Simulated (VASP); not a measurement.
# MgO (Periclase): what each functional gives, and what it costs, part 3 of 3

Which functional reproduces the measured band gap of MgO (Periclase), and what does it cost? LASPH is on for some levels and off for others; the table marks which. The start is a cell from a database of measured crystal structures.

VASP 6.6.1, plane waves and PAW; the level of theory is named at each step.

So far, least gap on mesh and path (eV): step 2 (bands, level LDA) 4.64; step 10 (bands, level HSE06) 6.42; step 11 (bands, level HSEsol) 6.36; step 12 (bands, level B3LYP) 6.94; step 14 (bands, level PBE-EpsX, ε∞ used 3.134) 7.84.

The database entry behind the starting cell differs from later determinations by our own check (about 0.1 % long), so it need not match the best structure at ambient conditions.

## Step 15: Bands with r2SCANh

This step: r2SCANh; plane waves and PAW (Mg, O) (VASP 6.6.1).

r2SCANh replaces a tenth of the r2SCAN exchange by exact exchange.

Input file INCAR:

```
SYSTEM = MgO
PREC = Accurate
ENCUT = 520
EDIFF = 1E-06
NELM = 100
ISMEAR = 0
SIGMA = 0.02
LREAL = .FALSE.
ALGO = Normal
LHFCALC = .TRUE.
AEXX = 0.1
METAGGA = R2SCAN
LASPH = .TRUE.
NBANDS = 10
PRECFOCK = Fast
HFRCUT = -1
LORBIT = 11
LWAVE = .FALSE.
LCHARG = .FALSE.
KPAR = 4
```

Input file POSCAR:

```
MgO
1.0
    0.0000000000      2.1085000000      2.1085000000
    2.1085000000      0.0000000000      2.1085000000
    2.1085000000      2.1085000000      0.0000000000
Mg O
1 1
Direct
    0.0000000000      0.0000000000      0.0000000000
    0.5000000000      0.5000000000      0.5000000000
```

Input file KPOINTS:

```
Automatic mesh
0
Gamma
6 6 6
0 0 0
```

Input file KPOINTS_OPT:

```
Line mode
6
Line-mode
Reciprocal
  0.00000000   0.00000000   0.00000000 GAMMA
  0.50000000   0.00000000   0.50000000 X

  0.50000000   0.00000000   0.50000000 X
  0.50000000   0.25000000   0.75000000 W

  0.50000000   0.25000000   0.75000000 W
  0.37500000   0.37500000   0.75000000 K

  0.37500000   0.37500000   0.75000000 K
  0.00000000   0.00000000   0.00000000 GAMMA

  0.00000000   0.00000000   0.00000000 GAMMA
  0.50000000   0.50000000   0.50000000 L

  0.50000000   0.50000000   0.50000000 L
  0.62500000   0.25000000   0.62500000 U

  0.62500000   0.25000000   0.62500000 U
  0.50000000   0.25000000   0.75000000 W

  0.50000000   0.25000000   0.75000000 W
  0.50000000   0.50000000   0.50000000 L

  0.50000000   0.50000000   0.50000000 L
  0.37500000   0.37500000   0.75000000 K

  0.62500000   0.25000000   0.62500000 U
  0.50000000   0.00000000   0.50000000 X
```

Potentials, in the order of the species: Mg and O (PBE family, release 64).

On the command line:

```console
$ mpirun -np 4 vasp_std
```

It took 4.8 min on 4 MPI ranks of AMD EPYC 7R43, shared host; peak memory 0.51 GiB.

Electronic bands along the path, in eV, zero at the valence-band top; v1 is the highest filled band, c1 the lowest empty one:

| point | v3 | v2 | v1 | c1 | c2 |
| --- | --- | --- | --- | --- | --- |
| Γ | 0.00 | 0.00 | 0.00 | 6.43 | 17.76 |
| 0.60 of the way | -3.22 | -0.98 | -0.98 | 10.74 | 12.25 |
| X | -4.21 | -1.42 | -1.42 | 10.90 | 11.93 |
| 0.40 of the way | -4.01 | -1.79 | -1.56 | 11.52 | 12.54 |
| W | -3.05 | -3.05 | -1.82 | 13.64 | 13.64 |
| 0.40 of the way | -3.40 | -2.79 | -1.61 | 12.78 | 14.06 |
| K | -3.60 | -2.78 | -1.20 | 11.94 | 13.84 |
| 0.40 of the way | -3.42 | -1.71 | -0.58 | 10.85 | 13.75 |
| Γ | 0.00 | 0.00 | 0.00 | 6.43 | 17.76 |
| 0.40 of the way | -1.99 | -0.25 | -0.25 | 8.29 | 15.00 |
| L | -4.73 | -0.69 | -0.69 | 9.66 | 14.81 |
| 0.60 of the way | -4.06 | -2.13 | -0.96 | 11.51 | 14.31 |
| U | -3.60 | -2.78 | -1.20 | 11.94 | 13.84 |
| 0.40 of the way | -3.51 | -2.77 | -1.42 | 12.35 | 13.94 |
| W | -3.05 | -3.05 | -1.82 | 13.64 | 13.64 |
| 0.40 of the way | -3.86 | -2.34 | -1.20 | 12.10 | 14.12 |
| L | -4.73 | -0.69 | -0.69 | 9.66 | 14.81 |
| 0.60 of the way | -4.06 | -2.13 | -0.96 | 11.51 | 14.31 |
| K | -3.60 | -2.78 | -1.20 | 11.94 | 13.84 |
| jump to U | -3.60 | -2.78 | -1.20 | 11.94 | 13.84 |
| 0.40 of the way | -3.99 | -2.04 | -1.34 | 11.44 | 12.71 |
| X | -4.21 | -1.42 | -1.42 | 10.90 | 11.93 |

Of the projections kept (Mg, O), the largest for each band there; the rest of the weight can lie on other orbitals:

| point | v3 | v2 | v1 | c1 | c2 |
| --- | --- | --- | --- | --- | --- |
| Γ | O 0.98 | O 0.98 | O 0.98 | Mg 0.50 | Mg 1.00 |
| X | O 0.85 | O 0.93 | O 0.93 | Mg 1.00 | Mg 0.90 |
| W | O 0.88 | O 0.88 | O 0.90 | O 0.66 | O 0.66 |
| K | O 0.87 | O 0.87 | O 0.94 | Mg 0.69 | Mg 0.69 |
| Γ | O 0.98 | O 0.98 | O 0.98 | Mg 0.50 | Mg 1.00 |
| L | O 0.80 | O 0.96 | O 0.96 | Mg 0.63 | O 0.71 |

The gap is 6.43 eV, direct at Γ. Against LDA that is +1.78 eV; this run took 18 times the core time, on fewer points of the path. The gap lies -1.40 eV from the measured 7.83 eV.

## Step 16: The ladder as a table

This step: ladder of functionals on one cell; plane waves and PAW (VASP 6.6.1).

Derived from the runs above.

A gap of 0 means none; cost is the wall time of each run, as given at its step, times its ranks, without the set-up around it; LASPH differs between rows, which moves results and costs too. Results by level, by row:

| level | gap (eV) | least direct gap (eV) | pressure (GPa) | cost (core minutes) | LASPH |
| --- | --- | --- | --- | --- | --- |
| LDA | 4.643 | 4.643 | -6.42 | 1.04 | off |
| PBEsol | 4.6 | 4.6 | -0.84 | 1.01 | off |
| PBE | 4.692 | 4.692 | 3.35 | 0.933 | off |
| r2SCAN | 5.568 | 5.568 | -2.62 | 4.27 | on |
| TB-mBJ | 6.731 | 6.731 | - | 2.93 | on |
| BLYP | 4.98 | 4.98 | 5.81 | 1.25 | off |
| TPSS | 4.787 | 4.787 | 1.4 | 4.6 | on |
| HSE06 | 6.423 | 6.424 | - | 26 | on |
| HSEsol | 6.357 | 6.358 | - | 23.6 | on |
| B3LYP | 6.937 | 6.938 | - | 19.1 | on |
| PBE-EpsX | 7.843 | 7.843 | - | 21 | on |
| r2SCANh | 6.428 | 6.428 | - | 19.2 | on |

## Step 17: Results

```
gap, LDA      : 4.64 eV
gap, PBEsol   : 4.6 eV
gap, PBE      : 4.69 eV
gap, r2SCAN   : 5.57 eV
gap, TB-mBJ   : 6.73 eV
gap, BLYP     : 4.98 eV
gap, TPSS     : 4.79 eV
gap, HSE06    : 6.42 eV
gap, HSEsol   : 6.36 eV
gap, B3LYP    : 6.94 eV
gap, PBE-EpsX : 7.84 eV
gap, r2SCANh  : 6.43 eV
```

For MgO (Periclase) the functional decides between a gap of 4.6 eV (PBEsol) and 7.84 eV (PBE-EpsX), while across these levels the cost spans a factor of 28. The cheapest level whose gap lies within 0.55 eV of experiment (a bound picked here) is PBE-EpsX, at 21 core minutes. In most such crystals zero-point and thermal motion narrow the gap, so the static value to match lies above the measured one, and levels a little over it fare better than the table shows. HSE06 moves the gap by +1.73 eV from PBE, at about 28 times the core time, though on fewer points of the path. On r2SCAN the gap grows with the share of exact exchange: 5.57 eV at none, 6.43 eV at 0.10. TB-mBJ lands +0.31 eV from HSE06 at 11 % of its cost. All levels use one geometry and one mesh, kept coarse to afford the hybrids, so no gap here is fully converged. Costs come from a shared host, and the hybrids use PRECFOCK = Fast. These are single-particle gaps of a static lattice, without excitons or temperature. LASPH is on for some levels and off for others, so differences between them are not the functional's alone.

Computed beside measured:

| quantity | measured | PBEsol | PBE | r2SCAN | TB-mBJ | HSE06 | B3LYP | PBE-EpsX |
| --- | --- | --- | --- | --- | --- | --- | --- | --- |
| band gap (least gap) (eV) | 7.83 | 4.60 (-3.23 eV) | 4.69 (-3.14 eV) | 5.57 (-2.26 eV) | 6.73 (-1.10 eV) | 6.42 (-1.41 eV) | 6.94 (-0.89 eV) | 7.84 (+0.01 eV) |

Measured values from arxiv:0908.1581 (2009).

How well it matches: For the band gap, of the levels listed nearest comes PBE-EpsX (+0.01 eV, good agreement) and farthest PBEsol (-3.23 eV, a clear miss). Zero-point and thermal motion shift the measured gap. No cell relaxation is part of this session.

[Lines on the potential files, build, host, timing and source positions are cut from VASP's logs without a mark.]

[Logs are printed without paths, hosts, clocks, repeated set-up lines and the standing remarks that a program may print on its own settings, such as how far it seeks lower states.]

[Hosts, paths, dates, database ids (printed as entryN), source tags and the programs' standing remarks are cut or masked in the printed files.]

[A measured line is paired with the nearest computed mode of its activity, which favours agreement.]
